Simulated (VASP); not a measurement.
Calculation: PBE GGA with D4 dispersion, VASP's PBE PAW potentials (set 64) (plane waves; VASP).

VASP ran on this input.

### KPOINTS
```
kpoints
0
gamma
8 8 8
```

**INCAR**
```
ALGO=Normal
EDIFF=1E-7
ENCUT=520
GGA=PE
ISIF=2
ISMEAR=0
IVDW=13
LASPH=T
LCHARG=F
LMAXMIX=4
LREAL=F
LWAVE=F
NELM=100
PREC=Accurate
SIGMA=0.05
SYSTEM=CdS
```

POSCAR:
```
CdS
1
    0.0000000000     2.9319911538     2.9319911538
    2.9319911538     0.0000000000     2.9319911538
    2.9319911538     2.9319911538     0.0000000000
Cd S
1 1
Direct
  0.0000000000   0.0000000000   0.0000000000
  0.2500000000   0.2500000000   0.2500000000
```

POTCAR, in this order: Cd S (PBE.64 set). Program: vasp_std.

The run wrote:

File OUTCAR:
```
 ion  position               nearest neighbor table
   1  0.000  0.000  0.000-   2 2.54   2 2.54   2 2.54   2 2.54
   2  0.250  0.250  0.250-   1 2.54   1 2.54   1 2.54   1 2.54
  LATTYP: Found a face centered cubic cell.
 ALAT       =     5.8639823076
 Subroutine PRICEL returns:
 Original cell was already a primitive cell.
 Subroutine GETGRP returns: Found 24 space group operations
The static configuration has the point symmetry T_d .
The dynamic configuration has the point symmetry T_d .
 Subroutine INISYM returns: Found 24 space group operations
 Subroutine IBZKPT returns following result:
 Found     29 irreducible k-points:

 Following reciprocal coordinates:
            Coordinates               Weight
  0.000000  0.000000  0.000000      1.000000
  0.125000  0.000000  0.000000      8.000000
  0.250000  0.000000  0.000000      8.000000
  0.375000  0.000000  0.000000      8.000000
  0.500000  0.000000  0.000000      4.000000
  0.125000  0.125000  0.000000      6.000000
  0.250000  0.125000  0.000000     24.000000
  0.375000  0.125000  0.000000     24.000000
  0.500000  0.125000  0.000000     24.000000
...
```

OSZICAR:
```
       N       E                     dE             d eps       ncg     rms          rms(c)
DAV:   1     0.111825060780E+03    0.11183E+03   -0.92422E+03   762   0.126E+03
DAV:   2    -0.157536969640E+01   -0.11340E+03   -0.10849E+03   864   0.295E+02
DAV:   3    -0.664179065134E+01   -0.50664E+01   -0.50515E+01   894   0.644E+01
DAV:   4    -0.668074434888E+01   -0.38954E-01   -0.38947E-01   839   0.577E+00
DAV:   5    -0.668132312477E+01   -0.57878E-03   -0.57876E-03   899   0.677E-01    0.813E+00
DAV:   6    -0.615285581102E+01    0.52847E+00   -0.10504E+00  1062   0.141E+01    0.642E+00
DAV:   7    -0.613443095622E+01    0.18425E-01   -0.21268E-01   789   0.370E+00    0.319E+00
DAV:   8    -0.613467387850E+01   -0.24292E-03   -0.20764E-02   799   0.219E+00    0.301E-01
DAV:   9    -0.613447026792E+01    0.20361E-03   -0.28668E-03   869   0.897E-01    0.769E-02
DAV:  10    -0.613462063824E+01   -0.15037E-03   -0.30148E-04   789   0.184E-01    0.786E-02
DAV:  11    -0.613470087251E+01   -0.80234E-04   -0.11983E-04   797   0.124E-01    0.195E-02
DAV:  12    -0.613469206254E+01    0.88100E-05   -0.49618E-05   872   0.102E-01    0.852E-03
DAV:  13    -0.613469327666E+01   -0.12141E-05   -0.51116E-06   779   0.176E-02    0.643E-03
DAV:  14    -0.613469320867E+01    0.67990E-07   -0.11573E-07   676   0.303E-03
   1 F= -.67514303E+01 E0= -.67514303E+01  d E =-.464841E-12
```

**OUTCAR**
```
------------------------ aborting loop because EDIFF is reached ----------------------------------------
  Edisp (eV):   -0.61674
  FORCE on cell =-STRESS in cart. coord.  units (eV):
  Direction    XX          YY          ZZ          XY          YZ          ZX
  --------------------------------------------------------------------------------------
  Total       0.00232     0.00232     0.00232    -0.00000    -0.00000    -0.00000
  in kB       0.07363     0.07363     0.07363    -0.00000    -0.00000    -0.00000
  external pressure =        0.07 kB  Pullay stress =        0.00 kB
  volume of cell :       50.41
      direct lattice vectors                 reciprocal lattice vectors
     0.000000000  2.931991154  2.931991154    -0.170532575  0.170532575  0.170532575
     2.931991154  0.000000000  2.931991154     0.170532575 -0.170532575  0.170532575
     2.931991154  2.931991154  0.000000000     0.170532575  0.170532575 -0.170532575
  FREE ENERGIE OF THE ION-ELECTRON SYSTEM (eV)
  ---------------------------------------------------
  free  energy   TOTEN  =        -6.7514303277 eV

  energy  without entropy=       -6.7514303277  energy(sigma->0) =       -6.75143033
```
(Selected blocks of OUTCAR.)

The compound is CdS in the zinc blende structure, a metastable form; wurtzite is the usual one. It was relaxed first.
